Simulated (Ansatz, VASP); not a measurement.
## Cross-check of Sn7H9 (Sn wire along [111], 14 atoms a period, H-terminated) between VASP and Ansatz

Aim: how closely do two programs agree when they are given the same cell, functional and k mesh? The cell is taken from a series of runs on this material, whose earlier steps may have relaxed, scaled, displaced or heated it; both programs get it as it stands.

Program: Ansatz 0.2.0. Level of theory: plane waves, with VASP 6.6.1 beside it; PBE. Results are calculated unless marked as measured.

## Step 1: Set-up

The cell holds 32 atoms: 14 Sn and 18 H. Its edges and angles: a = 14.360 Å, b = 15.530 Å, c = 11.512 Å, α = 90.0°, β = 90.0°, γ = 90.0°. Vacuum lies along a and b. The structure's axis is c.

## Step 2: VASP: single point, PBE

With cell and atoms fixed, the geometry can't cause a difference; cores, projectors, grids and the points listed under the comparison can.

Lines of VASP's logs that name or quote its potential files are left out, and so is its time.

INCAR reads:

```
SYSTEM = Sn7H9
PREC = Accurate
ENCUT = 400
EDIFF = 1E-06
NELM = 120
ISMEAR = -1
SIGMA = 0.05
LREAL = Auto
ALGO = Normal
GGA = PE
NBANDS = 132
LORBIT = 11
LWAVE = .FALSE.
LCHARG = .FALSE.
ISIF = 2
LASPH = .TRUE.
GGA_COMPAT = .FALSE.
EFERMI = MIDGAP
KPAR = 4
```

POSCAR reads:

```
Sn7H9
1.0
   14.3600000000      0.0000000000      0.0000000000
    0.0000000000     15.5300000000      0.0000000000
    0.0000000000      0.0000000000     11.5116842740
Sn H
14 18
Direct
    0.3401504380      0.4146418310      0.0026393940
    0.5000000000      0.6706856240      0.0026149585
    0.3400640850      0.4145820180      0.2487247080
    0.5000000000      0.6708231690      0.2486994790
    0.6599359150      0.4145820180      0.2487247080
    0.3400640850      0.5853879700      0.3346086250
    0.5000000000      0.3291468190      0.3346338540
    0.6599359150      0.5853879700      0.3346086250
    0.3401504380      0.5853281570      0.5806939390
    0.5000000000      0.3292843640      0.5807183745
    0.6598495620      0.5853281570      0.5806939390
    0.5000000000      0.4999763405      0.6676530850
    0.5000000000      0.4999936475      0.9156802480
    0.6598495620      0.4146418310      0.0026393940
    0.2411788980      0.6381361860      0.2842372740
    0.5000000000      0.2235910035      0.2842360640
    0.7588211020      0.6381361860      0.2842372740
    0.2411788980      0.3618338020      0.2990960590
    0.5000000000      0.7763789845      0.2990972690
    0.7588211020      0.3618338020      0.2990960590
    0.2405454600      0.5351934185      0.6320455100
    0.3373237160      0.6901545700      0.6320677230
    0.4032318970      0.2746106660      0.6320885835
    0.5967681030      0.2746106660      0.6320885835
    0.6626762840      0.6901545700      0.6320677230
    0.7594545400      0.5351934185      0.6320455100
    0.2405454600      0.4647765695      0.9512878230
    0.3373237160      0.3098154180      0.9512656100
    0.4032318970      0.7253593220      0.9512447495
    0.5967681030      0.7253593220      0.9512447495
    0.6626762840      0.3098154180      0.9512656100
    0.7594545400      0.4647765695      0.9512878230
```

KPOINTS reads:

```
Automatic mesh
0
Gamma
1 1 7
0 0 0
```

PAW data sets: Sn_d and H (PBE family, release 64).

Started as:

```bash
mpirun -np 4 vasp_std
```

Numbers of over 12 decimals in the logs are rounded to 6 here.

The program printed:

```text
[banner, memory and clock lines left out]
running    4 mpi-ranks, on    1 nodes
[...]
LDA part: xc-table for (Slater+PW92), standard interpolation
 POSCAR, INCAR and KPOINTS ok, starting setup
[...]
entering main loop
       N       E                     dE             d eps       ncg     rms          rms(c)
DAV:   1     0.149229113883E+04    0.14923E+04   -0.85994E+04  1376   0.111E+03
DAV:   2     0.343269696738E+02   -0.14580E+04   -0.14395E+04  1232   0.300E+02
DAV:   3    -0.106953036258E+03   -0.14128E+03   -0.14075E+03  1240   0.124E+02
DAV:   4    -0.112390319916E+03   -0.54373E+01   -0.54263E+01  1216   0.277E+01
[...]
DAV:  22    -0.107209091853E+03   -0.82461E-05   -0.57961E-07   816   0.259E-03    0.332E-04
DAV:  23    -0.107209093968E+03   -0.21146E-05   -0.18266E-07   776   0.161E-03    0.252E-04
DAV:  24    -0.107209094527E+03   -0.55897E-06   -0.68066E-08   752   0.918E-04
   1 F= -.10720909E+03 E0= -.10720909E+03  d E =-.211299E-09
```

From OUTCAR (step 2):

```text
  Total       -1.3767985     -1.4195449     -1.2578242      0.0000000      0.0008933      0.0000000
  in kB       -0.8592434     -0.8859209     -0.7849930      0.0000000      0.0005575      0.0000000
  external PRESSURE =      -0.8433858 kB  Pullay stress =       0.0000000 kB

 POSITION                                       TOTAL-FORCE (eV/Angst)
 -----------------------------------------------------------------------------------
      4.88456      6.43939      0.03038        -0.013681     -0.007742     -0.011002
      7.18000     10.41575      0.03010         0.000000      0.016173     -0.011475
      4.88332      6.43846      2.86324        -0.009490     -0.004930      0.003869
      7.18000     10.41788      2.86295         0.000000      0.011484      0.003865
      9.47668      6.43846      2.86324         0.009490     -0.004930      0.003869
      4.88332      9.09108      3.85191        -0.009490      0.004930     -0.003869
      7.18000      5.11165      3.85220         0.000000     -0.011484     -0.003865
      9.47668      9.09108      3.85191         0.009490      0.004930     -0.003869
      4.88456      9.09015      6.68477        -0.013681      0.007742      0.011002
      7.18000      5.11379      6.68505         0.000000     -0.016173      0.011475
      9.47544      9.09015      6.68477         0.013681      0.007742      0.011002
      7.18000      7.76463      7.68581         0.000000     -0.000014     -0.001898
      7.18000      7.76490     10.54102         0.000000      0.000014      0.001898
      9.47544      6.43939      0.03038         0.013681     -0.007742     -0.011002
[...]
-----------------------------------------------------------------------------------
    total drift:                                0.000000     -0.000020     -0.000644

  FREE ENERGIE OF THE ION-ELECTRON SYSTEM (eV)
  ---------------------------------------------------
  free  energy   TOTEN  =      -107.2090945271 eV

  energy  without entropy=     -107.2090945268  energy(sigma->0) =     -107.20909453

[... 3 further parts left out ...]
[key lines of the parts left out:]
E-fermi :  -2.3347
```

## Step 3: Ansatz: single point, PBE

Ansatz runs on its PAW soft_1 files.

The same cell, functional, mesh and smearing now go to Ansatz, which takes its cutoff from its data sets.

input.yaml reads:

```yaml
crystal:
  lattice:
    - [14.36, 0.0, 0.0]
    - [0.0, 15.53, 0.0]
    - [0.0, 0.0, 11.511684274]
  atoms:
    - { symbol: Sn, position: [0.340150438, 0.414641831, 0.002639394] }
    - { symbol: Sn, position: [0.5, 0.670685624, 0.002614959] }
    - { symbol: Sn, position: [0.340064085, 0.414582018, 0.248724708] }
    - { symbol: Sn, position: [0.5, 0.670823169, 0.248699479] }
    - { symbol: Sn, position: [0.659935915, 0.414582018, 0.248724708] }
    - { symbol: H, position: [0.241178898, 0.638136186, 0.284237274] }
    - { symbol: H, position: [0.5, 0.223591003, 0.284236064] }
    - { symbol: H, position: [0.758821102, 0.638136186, 0.284237274] }
    - { symbol: H, position: [0.241178898, 0.361833802, 0.299096059] }
    - { symbol: H, position: [0.5, 0.776378984, 0.299097269] }
    - { symbol: H, position: [0.758821102, 0.361833802, 0.299096059] }
    - { symbol: Sn, position: [0.340064085, 0.58538797, 0.334608625] }
    - { symbol: Sn, position: [0.5, 0.329146819, 0.334633854] }
    - { symbol: Sn, position: [0.659935915, 0.58538797, 0.334608625] }
    - { symbol: Sn, position: [0.340150438, 0.585328157, 0.580693939] }
    - { symbol: Sn, position: [0.5, 0.329284364, 0.580718375] }
    - { symbol: Sn, position: [0.659849562, 0.585328157, 0.580693939] }
    - { symbol: H, position: [0.24054546, 0.535193418, 0.63204551] }
    - { symbol: H, position: [0.337323716, 0.69015457, 0.632067723] }
    - { symbol: H, position: [0.403231897, 0.274610666, 0.632088584] }
    - { symbol: H, position: [0.596768103, 0.274610666, 0.632088584] }
    - { symbol: H, position: [0.662676284, 0.69015457, 0.632067723] }
    - { symbol: H, position: [0.75945454, 0.535193418, 0.63204551] }
    - { symbol: Sn, position: [0.5, 0.49997634, 0.667653085] }
    - { symbol: Sn, position: [0.5, 0.499993647, 0.915680248] }
    - { symbol: H, position: [0.24054546, 0.464776569, 0.951287823] }
    - { symbol: H, position: [0.337323716, 0.309815418, 0.95126561] }
    - { symbol: H, position: [0.403231897, 0.725359322, 0.95124475] }
    - { symbol: H, position: [0.596768103, 0.725359322, 0.95124475] }
    - { symbol: H, position: [0.662676284, 0.309815418, 0.95126561] }
    - { symbol: H, position: [0.75945454, 0.464776569, 0.951287823] }
    - { symbol: Sn, position: [0.659849562, 0.414641831, 0.002639394] }
kpoints:
  mp_grid: { grid: [1, 1, 7] }
  band_path: { path: ["Γ", Z], npoints: 90 }
scf:
  occupations: { method: fermi_dirac, width: 0.05 }
hamiltonian:
  xc: pbe
  pseudopotentials: { kind: paw, azcp: { folder: soft_1 } }
output:
  dos: { e_range: [-5, 4] }
  write_potential: true
  write_density: true
  volumetric_format: npy
```

Started as:

```bash
ansatz run input.yaml --threads 4 --pin off --max-ram 16384MiB --backend cpu --events-out ev --progress --plain --runs-dir out
```

The program printed:

```text
Engine: ansatz 0.2.0, x86_64-unknown-linux-gnu
Pseudopotentials: kind: paw
Pseudopotential: Sn, paw, valence charge 14, recommended cutoff 420 eV (normal), soft_1/Sn.paw.azcp
Pseudopotential: H, paw, valence charge 1, recommended cutoff 420 eV (normal), soft_1/H.paw.azcp
Functional definition: PBE
  parameter kappa = 0.804
  parameter beta = 0.066725
  exchange = pbe_x(kappa = kappa, mu = beta*pi^2/3)
  correlation = pbe_c(beta = beta)
Crystal: 32 atoms, lattice volume = 2567.230 Å³
Basis set: ecut = 420 eV, 50203 PW (Γ)
Bands: 139, of which v1, the nominal top of the filled ones, is band 107 counted from 1 (106 counted from 0)
Symmetry: 4 space group operations
Space group: P2/m (ITA 10), of the structure as read, at distance tolerance 1.4e-4 Å
k-points: 4 of 7
Non-local potential: Sn, projectors of the file, l = 0: 2, l = 1: 2, l = 2: 2, l = 3: 1
Non-local potential: H, projectors of the file, l = 0: 2, l = 1: 1
PAW form: soft (Blöchl's): semilocal exchange-correlation on the pseudo side does not see the compensation charge
PAW one-centre angular grid: Sn, 590 points (default); XC on 64 Gauss nodes
PAW one-centre angular grid: H, 110 points (default); XC on 64 Gauss nodes
Initial density: superposition of atomic densities (neutral atoms: chi_scale 0, normalization atom)
Initial wavefunctions: pseudopotential atomic-orbital guess
Functional: x = pbe(κ = 0.804, μ = 0.219515), c = pbe(β = 0.066725)
SCF iter   1: F=—  HF=-84623.295071 eV  |F-HF|=—  |Δ(HF+E_count)|=         —  Δρ=2.54e-2  dr2=1.68e1  ethr=3.10e-3  ⟨swp⟩=7.8  Hψ=2571  notcnv=0  defer=20
preconditioner: auto → Resta (q_TF=auto, 1.803 Å⁻¹)  ε∞=1.6  [insulator: Δε(μ)=2.140 eV  Ē_g=8.347 eV  σ=0.050 eV  W_gap=1.00  n_scr=254 (ndim 8)  ℏωp=6.3 eV  f_vac=0.651  D(μ)=0.00/eV (n_scr^D=0)  ε∞_Penn≈1.6  vacuum switching on, ρ_ref=5.1e-3 e/Å³]
SCF iter   2: F=—  HF=-84618.914799 eV  |F-HF|=—  |Δ(HF+E_count)|=    4.38e0  Δρ=8.93e-3  dr2=2.73e0  ethr=3.10e-3  ⟨swp⟩=4.0  Hψ=834  notcnv=0  defer=99
SCF iter   3: F=—  HF=-84618.306626 eV  |F-HF|=—  |Δ(HF+E_count)|=   6.08e-1  Δρ=3.02e-3  dr2=5.74e-1  ethr=1.28e-3  ⟨swp⟩=3.8  Hψ=769  notcnv=0  defer=100
SCF iter   4: F=—  HF=-84618.193337 eV  |F-HF|=—  |Δ(HF+E_count)|=   1.13e-1  Δρ=8.55e-4  dr2=1.84e-2  ethr=2.68e-4  ⟨swp⟩=4.5  Hψ=966  notcnv=0  defer=100
SCF iter   5: F=—  HF=-84618.197463 eV  |F-HF|=—  |Δ(HF+E_count)|=   4.13e-3  Δρ=2.74e-4  dr2=1.45e-3  ethr=8.58e-6  ⟨swp⟩=2.0  Hψ=568  notcnv=0  defer=100
SCF iter   6: F=—  HF=-84618.198662 eV  |F-HF|=—  |Δ(HF+E_count)|=   1.20e-3  Δρ=6.81e-5  dr2=3.06e-4  ethr=6.76e-7  ⟨swp⟩=2.8  Hψ=995  notcnv=0  defer=100
SCF iter   7: F=—  HF=-84618.198674 eV  |F-HF|=—  |Δ(HF+E_count)|=   1.24e-5  Δρ=2.05e-5  dr2=4.34e-5  ethr=1.43e-7  ⟨swp⟩=2.5  Hψ=876  notcnv=0  defer=100
SCF iter   8: F=—  HF=-84618.198853 eV  |F-HF|=—  |Δ(HF+E_count)|=   1.79e-4  Δρ=7.51e-6  dr2=1.78e-6  ethr=2.03e-8  ⟨swp⟩=2.0  Hψ=652  notcnv=0  defer=100
SCF iter   9: F=—  HF=-84618.198856 eV  |F-HF|=—  |Δ(HF+E_count)|=   2.87e-6  Δρ=2.41e-6  dr2=1.76e-7  ethr=8.31e-10  ⟨swp⟩=3.0  Hψ=958  notcnv=0  defer=100
SCF iter  10: F=-84618.198857 eV  HF=-84618.198857 eV  |F-HF|=1.92e-8  |Δ(HF+E_count)|=   4.53e-7  Δρ=5.96e-7  dr2=1.06e-8  ethr=4.67e-11  ⟨swp⟩=16.8  Hψ=2920  notcnv=0
SCF 1 converged in 10 iterations: F = -84618.198857 eV  dr2 = 1.06e-8
  greatest PAW one-centre occupation: 0.990 electrons in one spin orbital (limit 2), on the Sn atom at site 15 (counted from 0), in its partial waves of l = 2
NSCF: frozen V_eff on 91 k-points
WARN: pass on a band path, mesh or list of k-points: the 91 k-points are solved 48 at a time at the most, because the 14.40 GiB of host memory that the pass is priced against does not hold them all with the solver's workspace as planned. The pass can take longer, above all where fewer k-points are solved at a time than the run has threads. As a rule a larger memory budget leaves room for more at once. The budget is what a run with no `--max-ram-frac` typed is planned for, 0.8 of the host's memory or its container's limit. More memory there lifts it, and so does a share over 0.88 that is typed (of such a share the budget is ten elevenths): [rest of the remark cut]
WARN: The output density's exchange-correlation potential varies sharply where the density is thin. Do not read a vacuum level from v_tot or v_xc, or from such a field of the output density. On a cell that repeats whose density bears no net charge and no dipole along the vacuum's axis use v_es (v_loc + v_h of the components); under efield.dipole_correction with no amplitude use v_es + v_field, which holds any externa [...]
SCF converged after 10 iterations
Free energy (F): -84618.198857 eV
Harris-Foulkes:  -84618.198857 eV  (|F-HF|=1.92e-8)
Internal energy: -84618.198857 eV  (E = F + TS)
E sigma→0 (E₀):  -84618.198857 eV
Fermi energy:    -1.917291 eV
--- Per-component energies (eV) ---
  E_band       = -3761.930651
  E_kinetic    = 2577.019979
  E_local      = -69370.044575  (includes V_loc(G=0)·N_el)
  E_nonlocal   = 2039.078306
  E_hartree    = 33432.676951
  E_xc         = -1902.589120
  E_vxc        = -1304.801452  (∫ρ·V_xc dr)
  E_paw        = -61198.023330  (= ΣΔE_a)
  E_vpaw       = -4568.536172  (= ΣTr[D̂ρ^β])
  E_aug_tail   = -0.011795  (compensation charges beyond the density's cutoff)
  E_ewald      = 9803.694727
  E_smearing   = -0.000000  (= −TS)
  E_closure    = -0.000000  (closes the sum)
  Σ components = -84618.198857   (vs F -84618.198857, Δ=0.00e0)
--- Band table (eV) ---
  k-point 0: bands = [... 103 lower, -3.7809, -3.7250, -3.7243, -3.0334, -0.7678, -0.0456, -0.0384, -0.0307, ... 28 higher]
  k-point 1: bands = [... 103 lower, -3.7787, -3.6560, -3.6554, -3.1096, -0.7475, -0.2093, -0.2051, 0.0680, ... 28 higher]
  k-point 2: bands = [... 103 lower, -3.7739, -3.5706, -3.5701, -3.3206, -0.6871, -0.3198, -0.3158, -0.0716, ... 28 higher]
  k-point 3: bands = [... 103 lower, -3.7701, -3.6227, -3.5225, -3.5221, -0.6072, -0.3696, -0.3658, -0.2294, ... 28 higher]
```

Reading the cycles: dr2 is the Hartree energy of the density residual (eV), the measure of convergence; HF is the Harris–Foulkes estimate of the energy, which meets the free energy F at convergence.

## Step 4: Side by side

Known differences besides the potentials themselves: the cutoff is 420 eV in Ansatz and 400 eV in VASP (PREC = Accurate, projectors in real space). Total energies have different zeros and are not compared.

The two programs side by side:

| quantity | Ansatz | VASP | difference |
| --- | --- | --- | --- |
| gap on the k mesh (eV) | 2.266 | 2.266 | -0.001 |

A gap on the mesh is an upper bound, since the band edges may lie between its points.

## Step 5: Summary of results

| Item | Value |
| --- | --- |
| difference in gap on the k mesh (single point, PBE) | -5.3e-4 eV |

In words: The difference in gap on the k mesh is -5.3e-4 eV (single point, PBE), within the 0.08 eV picked in this series as the mark of a large difference. How closely two codes agree says nothing of how well the functional describes the real material.

[Lines on the potential files, build, host, timing and source positions are cut from VASP's logs without a mark.]

[Logs are printed without paths, hosts, clocks, repeated set-up lines and the standing remarks that a program may print on its own settings, such as how far it seeks lower states.]

[Hosts, paths, dates, database ids (printed as entryN), source tags and the programs' standing remarks are cut or masked in the printed files.]
